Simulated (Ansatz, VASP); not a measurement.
# Cross-check of Sb (antimonene 3 layers, AB) between VASP and Ansatz

One calculation is typed for both programs; each brings its own data sets. How far apart do they land? The cell is taken from a series of runs on this material, whose earlier steps may have relaxed, scaled, displaced or heated it; both programs get it as it stands.

Program: Ansatz 0.2.0. Level of theory: plane waves, with VASP 6.6.1 beside it; single point at PBE with D3(BJ) and single point at PBE, spin-orbit coupling. Results are calculated unless marked as measured.

## Step 1: The structure

The cell holds 6 atoms: 6 Sb. Its edges and angles: a = 4.146 Å, b = 4.146 Å, c = 28.914 Å, α = 90.0°, β = 90.0°, γ = 120.0°. Vacuum lies along c.

## Step 2: Ansatz: single point, PBE with D3(BJ)

Ansatz runs on its default PAW (the set named soft_2) files.

With cell and atoms fixed, the geometry can't cause a difference; cores, projectors, grids and the points listed under the comparison can.

Input file input.yaml:

```yaml
crystal:
  lattice:
    - [4.146337414, 0.0, 0.0]
    - [-2.073168707, 3.5908335332, 0.0]
    - [0.0, 0.0, 28.9139084966]
  atoms:
    - { symbol: Sb, position: [0.6666666667, 0.3333333333, 0.311268883] }
    - { symbol: Sb, position: [0.3333333333, 0.6666666667, 0.3667901763] }
    - { symbol: Sb, position: [0.0, 0.0, 0.4476280764] }
    - { symbol: Sb, position: [0.6666666667, 0.3333333333, 0.5032433992] }
    - { symbol: Sb, position: [0.6666666667, 0.3333333333, 0.6326198234] }
    - { symbol: Sb, position: [0.3333333333, 0.6666666667, 0.688731117] }
kpoints:
  mp_grid: { grid: [12, 12, 1] }
  band_path:
    path: [[0, 0, 0], [0.5, 0, 0], [0.33333333, 0.33333333, 0], [0, 0, 0]]
    npoints: 16
hamiltonian:
  xc: pbe
  dispersion: d3bj
scf:
  occupations: { method: fermi_dirac, width: 0.02585 }
  convergence: { dr2_threshold: 1.0e-10 }
efield:
  axis: 3
  dipole_correction: true
  ramp_position: 0.97
  ramp_width: 0.06
  amplitude: 0
output:
  dos: { projected: true, e_range: [-6, 5] }
  bader: true
  write_potential: true
  write_density: true
  volumetric_format: npy
  elf: true
```

Run with:

```
$ ansatz run input.yaml --threads 4 --pin off --max-ram 6144MiB --backend cpu --events-out ev --progress --plain --runs-dir out
```

Numbers of over 12 decimals in the logs are rounded to 6 here.

Log:

```text
Engine: ansatz 0.2.0, aarch64-unknown-linux-gnu
Pseudopotentials: kind: paw
Pseudopotential: Sb, paw, valence charge 15, recommended cutoff 420 eV (normal), Sb.paw.azcp
Functional definition: PBE
  parameter kappa = 0.804
  parameter beta = 0.066725
  exchange = pbe_x(kappa = kappa, mu = beta*pi^2/3)
  correlation = pbe_c(beta = beta)
Crystal: 6 atoms, lattice volume = 430.494 Å³
Basis set: ecut = 420 eV, 8311 PW (Γ)
Bands: 54, of which v1, the nominal top of the filled ones, is band 45 counted from 1 (44 counted from 0)
Symmetry: 6 space group operations
Space group: P3m1 (ITA 156), of the structure as read, at distance tolerance 7.6e-5 Å
k-points: 19 of 144 (time reversal used)
Non-local potential: Sb, projectors of the file, l = 0: 2, l = 1: 2, l = 2: 2, l = 3: 2
PAW form: soft (Blöchl's): semilocal exchange-correlation on the pseudo side does not see the compensation charge
PAW one-centre angular grid: Sb, 590 points (default); XC on 64 Gauss nodes
Initial density: superposition of atomic densities (neutral atoms: chi_scale 0, normalization atom), corrected by the library's trained network
Initial wavefunctions: pseudopotential atomic-orbital guess
Functional: x = pbe(κ = 0.804, μ = 0.219515), c = pbe(β = 0.066725)
SCF iter   1: F=—  HF=-38908.529948 eV  |F-HF|=—  |Δ(HF+E_count)|=         —  Δρ=1.13e-3  dr2=1.84e-2  ethr=1.77e-3  p=-0.006 e·Å  D=-2.35e-3 V/Å  ΔV_dip=0.07 eV  dr2_dipole=1.30e-3  V_vac-E_F(+/−)=4.04/3.97 eV  ⟨swp⟩=10.3  Hψ=4762  notcnv=0  defer=4
efield: sawtooth ramp at fractional position 0.9700 (set: `efield.ramp_position`, or a place that a band, a saddle search or an elastic batch's reference lends), width 0.0600; the density the first Hamiltonian is built on has a dipole p = -0.006 e·Å; the dipole correction subtracts the counter field D = -2.35e-3 V/Å, which shifts the + side's vacuum level by +0.07 eV against the − side's; the planar-averaged density in the ramp window peaks in size at 5.0e-6 e/Å³
preconditioner: auto → LDOS  [metal: Δε(μ)=0.025 eV  Ē_g=7.506 eV  σ=0.026 eV  W_gap=0.24  n_scr=84 (ndim 8)  ℏωp=9.8 eV  f_vac=0.511  D(μ)=1.72/eV (n_scr^D=6)  β→1.0]
SCF iter   2: F=—  HF=-38908.533249 eV  |F-HF|=—  |Δ(HF+E_count)|=   3.30e-3  Δρ=1.02e-3  dr2=1.90e-2  ethr=2.04e-5  p=0.002 e·Å  D=7.79e-4 V/Å  ΔV_dip=-0.02 eV  dr2_dipole=6.56e-4  V_vac-E_F(+/−)=3.89/3.91 eV  ⟨swp⟩=3.0  Hψ=2329  notcnv=0  defer=48
SCF iter   3: F=—  HF=-38908.530778 eV  |F-HF|=—  |Δ(HF+E_count)|=   2.47e-3  Δρ=4.86e-4  dr2=8.18e-3  ethr=2.04e-5  p=-0.006 e·Å  D=-2.62e-3 V/Å  ΔV_dip=0.08 eV  dr2_dipole=5.95e-4  V_vac-E_F(+/−)=3.97/3.90 eV  ⟨swp⟩=3.0  Hψ=1791  notcnv=0  defer=48
SCF iter   4: F=—  HF=-38908.529880 eV  |F-HF|=—  |Δ(HF+E_count)|=   8.99e-4  Δρ=1.82e-4  dr2=2.53e-4  ethr=9.08e-6  p=-0.003 e·Å  D=-1.28e-3 V/Å  ΔV_dip=0.04 eV  dr2_dipole=2.46e-5  V_vac-E_F(+/−)=3.93/3.89 eV  ⟨swp⟩=2.2  Hψ=1231  notcnv=0  defer=48
SCF iter   5: F=—  HF=-38908.529825 eV  |F-HF|=—  |Δ(HF+E_count)|=   5.46e-5  Δρ=4.68e-5  dr2=9.52e-6  ethr=2.81e-7  p=-0.004 e·Å  D=-1.47e-3 V/Å  ΔV_dip=0.04 eV  dr2_dipole=7.33e-7  V_vac-E_F(+/−)=3.93/3.89 eV  ⟨swp⟩=2.0  Hψ=1575  notcnv=0  defer=48
SCF iter   6: F=—  HF=-38908.529825 eV  |F-HF|=—  |Δ(HF+E_count)|=   4.63e-7  Δρ=1.42e-5  dr2=3.25e-6  ethr=1.06e-8  p=-0.004 e·Å  D=-1.51e-3 V/Å  ΔV_dip=0.04 eV  dr2_dipole=1.13e-7  V_vac-E_F(+/−)=3.93/3.89 eV  ⟨swp⟩=2.0  Hψ=1836  notcnv=0  defer=48
SCF iter   7: F=—  HF=-38908.529598 eV  |F-HF|=—  |Δ(HF+E_count)|=   2.26e-4  Δρ=5.37e-6  dr2=2.34e-7  ethr=3.61e-9  p=-0.004 e·Å  D=-1.53e-3 V/Å  ΔV_dip=0.04 eV  dr2_dipole=7.20e-12  V_vac-E_F(+/−)=3.93/3.89 eV  ⟨swp⟩=2.0  Hψ=1150  notcnv=0  defer=48
SCF iter   8: F=—  HF=-38908.529598 eV  |F-HF|=—  |Δ(HF+E_count)|=   5.48e-8  Δρ=1.48e-6  dr2=1.59e-8  ethr=2.60e-10  p=-0.004 e·Å  D=-1.54e-3 V/Å  ΔV_dip=0.04 eV  dr2_dipole=8.64e-10  V_vac-E_F(+/−)=3.93/3.89 eV  ⟨swp⟩=2.1  Hψ=1837  notcnv=0  defer=48
SCF iter   9: F=—  HF=-38908.529598 eV  |F-HF|=—  |Δ(HF+E_count)|=   1.13e-8  Δρ=4.96e-7  dr2=1.94e-9  ethr=1.77e-11  p=-0.004 e·Å  D=-1.54e-3 V/Å  ΔV_dip=0.04 eV  dr2_dipole=8.02e-11  V_vac-E_F(+/−)=3.93/3.89 eV  ⟨swp⟩=2.0  Hψ=1264  notcnv=0  defer=48
SCF iter  10: F=—  HF=-38908.529598 eV  |F-HF|=—  |Δ(HF+E_count)|=   1.64e-9  Δρ=2.09e-7  dr2=4.78e-10  ethr=2.16e-12  p=-0.004 e·Å  D=-1.54e-3 V/Å  ΔV_dip=0.04 eV  dr2_dipole=1.69e-10  V_vac-E_F(+/−)=3.93/3.89 eV  ⟨swp⟩=2.0  Hψ=1510  notcnv=0  defer=48
SCF iter  11: F=-38908.529598 eV  HF=-38908.529598 eV  |F-HF|=0.00e0  |Δ(HF+E_count)|=  5.09e-11  Δρ=5.91e-8  dr2=4.77e-11  ethr=1.00e-12  p=-0.004 e·Å  D=-1.53e-3 V/Å  ΔV_dip=0.04 eV  dr2_dipole=6.22e-12  V_vac-E_F(+/−)=3.93/3.89 eV  ⟨swp⟩=8.3  Hψ=3326  notcnv=0
SCF 1 converged in 11 iterations: F = -38908.529598 eV  dr2 = 4.77e-11
  greatest PAW one-centre occupation: 0.996 electrons in one spin orbital (limit 2), on the Sb atom at site 2 (counted from 0), in its partial waves of l = 2
NSCF: frozen V_eff on 49 k-points
efield: sawtooth ramp at fractional position 0.9700 (kept from the solve that this one continues, or follows in the run), width 0.0600; the density the first Hamiltonian is built on has a dipole p = -0.004 e·Å; the dipole correction subtracts the counter field D = -1.53e-3 V/Å, which shifts the + side's vacuum level by +0.04 eV against the − side's; the planar-averaged density in the ramp window peaks in size at 2.7e-8 e/Å³
WARN: The output density's exchange-correlation potential varies sharply where the density is thin. Do not read a vacuum level from v_tot or v_xc, or from such a field of the output density. On a cell that repeats whose density bears no net charge and no dipole along the vacuum's axis use v_es (v_loc + v_h of the components); under efield.dipole_correction with no amplitude use v_es + v_field, which holds any externa [...]
SCF converged after 11 iterations
Free energy (F): -38908.529598 eV
Harris-Foulkes:  -38908.529598 eV  (|F-HF|=0.00e0)
Internal energy: -38908.526107 eV  (E = F + TS)
E sigma→0 (E₀):  -38908.527852 eV
Entropy (-TS):   -0.003492 eV (-0.582 meV/atom)
Fermi energy:    2.069048 eV
Dipole field:    D = -0.001533 V/Å  (p = -0.003646 e·Å, saw-weighted, corrected)
Work function:   Φ+ = 3.9336 eV   Φ− = 3.8893 eV
Levels:          The Fermi level and band energies are counted from a zero that moves with the ramp; work functions are not
--- Per-component energies (eV) ---
  E_band       = -1742.565056
  E_kinetic    = 1240.374829
  E_local      = -78086.587169  (includes V_loc(G=0)·N_el)
  E_nonlocal   = 2172.865362
  E_hartree    = 38235.772709
  E_xc         = -829.110844
  E_vxc        = -575.118553  (∫ρ·V_xc dr)
  E_paw        = -27451.506679  (= ΣΔE_a)
  E_vpaw       = -2965.611296  (= ΣTr[D̂ρ^β])
  E_aug_tail   = -0.000009  (compensation charges beyond the density's cutoff)
  E_efield     = 0.000003  (sawtooth field / dipole correction)
  E_vefield    = -0.033045  (∫n·V_field dr)
  E_ewald      = 25811.735459
  E_disp       = -2.069767  (pairwise vdW)
  E_smearing   = -0.003492  (= −TS)
  E_closure    = -0.000000  (closes the sum)
  Σ components = -38908.529598   (vs F -38908.529598, Δ=0.00e0)
--- Band table (eV; the first three rows and the last of 19) ---
  k-point 0: bands = [... 41 lower, 0.9943, 1.0844, 1.0844, 1.9045, 2.3906, 2.9583, 3.1584, 3.1584, ... 5 higher]
  k-point 1: bands = [... 41 lower, 0.8844, 0.9555, 1.0048, 2.1475, 2.6859, 3.1525, 3.3048, 3.4404, ... 5 higher]
  k-point 2: bands = [... 41 lower, 0.5334, 0.6677, 0.9654, 1.5026, 2.8092, 3.0029, 3.5656, 3.5888, ... 5 higher]
  k-point 18: bands = [... 41 lower, -0.7858, -0.7563, -0.5982, 0.0847, 2.5316, 2.8922, 3.0905, 3.6014, ... 5 higher]
--- Bader charges: 6 sites ---
  site symbol  charge [e]  shift [e]
     0     Sb     -0.0156     0.0000
     1     Sb      0.0140     0.0000
     2     Sb      0.0120     0.0000
     3     Sb     -0.0063     0.0000
     4     Sb     -0.0020     0.0000
     5     Sb     -0.0021     0.0000
  estimated error of the sums over rays = 1.7e-4 e
```

## Step 3: VASP: single point, PBE with D3(BJ)

The same cell, functional, mesh and smearing now go to VASP, with its own data sets.

Lines of VASP's logs that name or quote its potential files are left out, and so is its time.

Input file INCAR:

```
SYSTEM = Sb
PREC = Accurate
ENCUT = 400
EDIFF = 1E-06
NELM = 120
ISMEAR = -1
SIGMA = 0.02585
LREAL = .FALSE.
ALGO = Normal
GGA = PE
IVDW = 12
NBANDS = 21
LORBIT = 11
LWAVE = .FALSE.
LCHARG = .FALSE.
ISIF = 2
LDIPOL = .TRUE.
IDIPOL = 3
DIPOL = 0.5 0.5 0.488
LVHAR = .TRUE.
LASPH = .TRUE.
GGA_COMPAT = .FALSE.
NELMDL = -8
KPAR = 2
```

Input file POSCAR:

```
Sb
1.0
    4.1463374140      0.0000000000      0.0000000000
   -2.0731687070      3.5908335332      0.0000000000
    0.0000000000      0.0000000000     28.9139084966
Sb
6
Direct
    0.6666666667      0.3333333333      0.3112688830
    0.3333333334      0.6666666666      0.3667901763
    0.0000000000      1.0000000000      0.4476280764
    0.6666666667      0.3333333333      0.5032433992
    0.6666666667      0.3333333333      0.6326198234
    0.3333333334      0.6666666666      0.6887311170
```

Input file KPOINTS:

```
Automatic mesh
0
Gamma
12 12 1
0 0 0
```

PAW data sets: Sb (PBE family, release 64).

Run with:

```
$ mpirun -np 2 vasp_std
```

Log:

```text
[banner, memory and clock lines left out]
running    2 mpi-ranks, on    1 nodes
 distrk:  each k-point on    1 cores,    2 groups
 distr:  one band on    1 cores,    1 groups

 POSCAR found type information on POSCAR Sb
 POSCAR found :  1 types and       6 ions
 LDA part: xc-table for (Slater+PW92), standard interpolation
 POSCAR, INCAR and KPOINTS ok, starting setup
 FFT: planning ... GRIDC
 FFT: planning ... GRID_SOFT
 FFT: planning ... GRID
 WAVECAR not read
 entering main loop
       N       E                     dE             d eps       ncg     rms          rms(c)
DAV:   1     0.155971956020E+03    0.15597E+03   -0.78324E+03   798   0.827E+02
DAV:   2    -0.897313474989E+01   -0.16495E+03   -0.16045E+03  1135   0.155E+02
DAV:   3    -0.238913375645E+02   -0.14918E+02   -0.14709E+02   953   0.527E+01
DAV:   4    -0.243983893101E+02   -0.50705E+00   -0.50469E+00  1200   0.112E+01
DAV:   5    -0.244093654883E+02   -0.10976E-01   -0.10973E-01  1244   0.180E+00
DAV:   6    -0.244095090022E+02   -0.14351E-03   -0.14350E-03  1219   0.180E-01
DAV:   7    -0.244095152001E+02   -0.61980E-05   -0.61979E-05  1263   0.342E-02
DAV:   8    -0.244095154437E+02   -0.24356E-06   -0.24362E-06  1067   0.461E-03    0.521E+00
DAV:   9    -0.243550269243E+02    0.54489E-01   -0.40427E-02   926   0.947E-01    0.319E+00
DAV:  10    -0.243237512863E+02    0.31276E-01   -0.79089E-02   926   0.142E+00    0.184E-01
DAV:  11    -0.243242732187E+02   -0.52193E-03   -0.10318E-02  1124   0.704E-01    0.127E-01
DAV:  12    -0.243241981848E+02    0.75034E-04   -0.41716E-03  1117   0.464E-01    0.817E-02
DAV:  13    -0.243242896910E+02   -0.91506E-04   -0.18419E-03   998   0.282E-01    0.436E-02
DAV:  14    -0.243243506245E+02   -0.60934E-04   -0.61493E-04  1102   0.119E-01    0.212E-02
[...]
DAV:  19    -0.243245692066E+02   -0.22426E-04   -0.31951E-06   817   0.642E-03    0.282E-03
DAV:  20    -0.243245851954E+02   -0.15989E-04   -0.90491E-07   713   0.345E-03    0.165E-03
DAV:  21    -0.243245922740E+02   -0.70786E-05   -0.59342E-07   711   0.242E-03    0.383E-04
DAV:  22    -0.243245972987E+02   -0.50247E-05   -0.25967E-07   682   0.158E-03    0.644E-04
DAV:  23    -0.243246008599E+02   -0.35612E-05   -0.13522E-07   615   0.107E-03    0.270E-04
DAV:  24    -0.243246026611E+02   -0.18012E-05   -0.50126E-08   525   0.673E-04    0.292E-04
DAV:  25    -0.243246040630E+02   -0.14019E-05   -0.29823E-08   489   0.539E-04    0.218E-04
DAV:  26    -0.243246043715E+02   -0.30849E-06   -0.93317E-09   454   0.275E-04
   1 F= -.26394049E+02 E0= -.26392275E+02  d E =-.354673E-02
```

Parts of OUTCAR (step 3):

```text
ion  position               nearest neighbor table
   1  0.667  0.333  0.311-   2 2.88   2 2.88   2 2.88
   2  0.333  0.667  0.367-   1 2.88   1 2.88   1 2.88   3 3.35   3 3.35   3 3.35
   3  0.000  0.000  0.448-   4 2.88   4 2.88   4 2.88   2 3.35   2 3.35   2 3.35
   4  0.667  0.333  0.503-   3 2.88   3 2.88   3 2.88   5 3.74
   5  0.667  0.333  0.633-   6 2.89   6 2.89   6 2.89   4 3.74
   6  0.333  0.667  0.689-   5 2.89   5 2.89   5 2.89

  LATTYP: Found a hexagonal cell.
 ALAT       =     4.1463374140
 C/A-ratio  =     6.9733612125

 Subroutine GETGRP returns: Found  6 space group operations
 (whereof  6 operations were pure point group operations)

The static configuration has the point symmetry C_3v.

 Found     19 irreducible k-points:

   k-points           NKPTS =     19   k-points in BZ     NKDIM =     19   number of bands    NBANDS=     21

   dimension x,y,z NGX =    28 NGY =   28 NGZ =  192
   dimension x,y,z NGXF=    56 NGYF=   56 NGZF=  384

   ENCUT  =  400.0 eV  29.40 Ry    5.42 a.u.   6.76  6.76 47.15*2*pi/ulx,y,z

   NELECT =      30.0000    total number of electrons

 k-points in reciprocal lattice and weights: Automatic mesh
   0.00000000  0.00000000  0.00000000       0.007
   0.08333333 -0.00000000  0.00000000       0.042
   0.16666667  0.00000000  0.00000000       0.042
   0.25000000 -0.00000000  0.00000000       0.042
   0.33333333  0.00000000  0.00000000       0.042
   0.41666667 -0.00000000  0.00000000       0.042
   0.50000000 -0.00000000  0.00000000       0.021
   0.08333333  0.08333333  0.00000000       0.042
   0.16666667  0.08333333  0.00000000       0.083
[...]
0.33333333  0.25000000  0.00000000       0.083
   0.33333333  0.33333333  0.00000000       0.014

 dipolmoment           0.000000      0.000000      0.003803 electrons x Angstroem

 average (electrostatic) potential at core
       1 -92.2907       2 -92.4462       3 -92.4488       4 -92.3159       5 -92.3119
       6 -92.3007

 E-fermi :   0.8753

 k-point     1 :       0.0000    0.0000    0.0000
  band No.  band energies     occupation
    ...
     11      -0.2075      2.00000
     12      -0.2075      2.00000
     13      -0.1213      2.00000
     14      -0.1213      2.00000
     15       0.7165      1.99572
     16       1.1651      0.00003
     17       1.7315      0.00000
     18       1.9708      0.00000
     19       1.9708      0.00000
     20       2.6733      0.00000
    ...

 k-point     2 :       0.0833   -0.0000    0.0000
  band No.  band energies     occupation
    ...
     10      -0.8104      2.00000
     11      -0.7402      2.00000
     12      -0.3203      2.00000
     13      -0.2482      2.00000
     14      -0.1683      2.00000
     15       0.9752      0.04114
     16       1.4809      0.00000
     17       1.9390      0.00000
     18       2.1187      0.00000
     19       2.2283      0.00000
    ...

 k-point     3 :       0.1667    0.0000    0.0000
  band No.  band energies     occupation
    ...
     11      -1.1913      2.00000
     12      -0.6735      2.00000
     13      -0.5357      2.00000
     14      -0.2028      2.00000
     15       0.3293      2.00000
     16       1.6101      0.00000
     17       1.8014      0.00000
     18       2.3831      0.00000
     19       2.4077      0.00000
     20       3.1095      0.00000
    ...

 Edisp (eV)   -2.06944

  Total       0.09566     0.09566     0.23246     0.00000     0.00000     0.00000
  in kB       0.35603     0.35603     0.86516     0.00000     0.00000     0.00000
  external pressure =        0.53 kB  Pullay stress =        0.00 kB

  energy-cutoff  :      400.00
  volume of cell :      430.49
      direct lattice vectors                 reciprocal lattice vectors
     4.146337414  0.000000000  0.000000000     0.241176706  0.139243436  0.000000000
    -2.073168707  3.590833533  0.000000000     0.000000000  0.278486872  0.000000000
     0.000000000  0.000000000 28.913908497     0.000000000  0.000000000  0.034585431

 POSITION                                       TOTAL-FORCE (eV/Angst)
 -----------------------------------------------------------------------------------
      2.07317      1.19694      9.00000         0.000000      0.000000     -0.060296
      0.00000      2.39389     10.60534         0.000000      0.000000      0.075565
      0.00000      0.00000     12.94268         0.000000      0.000000     -0.071918
      2.07317      1.19694     14.55073        -0.000000     -0.000000      0.062632
      2.07317      1.19694     18.29151         0.000000     -0.000000     -0.085480
      0.00000      2.39389     19.91391         0.000000      0.000000      0.079497
 -----------------------------------------------------------------------------------
    total drift:                               -0.000000      0.000000      0.000006

  FREE ENERGIE OF THE ION-ELECTRON SYSTEM (eV)
  ---------------------------------------------------
  free  energy   TOTEN  =       -26.3940488403 eV

  energy  without entropy=      -26.3905021099  energy(sigma->0) =      -26.39227548

 vacuum level on the upper side and lower side of the slab         4.832         4.786

 total charge
# of ion       s       p       d       tot
------------------------------------------
    1        1.214   1.169   0.026   2.408
    2        1.207   1.161   0.040   2.408
    3        1.209   1.160   0.040   2.409
    4        1.222   1.161   0.027   2.410
    5        1.218   1.157   0.027   2.401
    6        1.213   1.159   0.026   2.398
--------------------------------------------------
tot          7.282   6.967   0.184  14.433

[... 3 further parts left out ...]
```

## Step 4: Differences

Known differences besides the potentials themselves: the data sets hold 90 valence electrons in Ansatz (on its default PAW (the set named soft_2) files) and 30 in VASP; the cutoff is 420 eV in Ansatz and 400 eV in VASP. Total energies have different zeros and are not compared.

The two programs side by side:

```tsv
quantity	Ansatz	VASP	difference
work function, lower of the two faces (eV)	3.89	3.91	-0.02
work function, higher of the two faces (eV)	3.93	3.96	-0.02
```

With vacuum in the cell, a pressure given here is an average over mostly empty space and none of the material.

(Continued in part 2 of 2.)

[Lines on the potential files, build, host, timing and source positions are cut from VASP's logs without a mark.]

[Logs are printed without paths, hosts, clocks, repeated set-up lines and the standing remarks that a program may print on its own settings, such as how far it seeks lower states.]

[Hosts, paths, dates, database ids (printed as entryN), source tags and the programs' standing remarks are cut or masked in the printed files.]
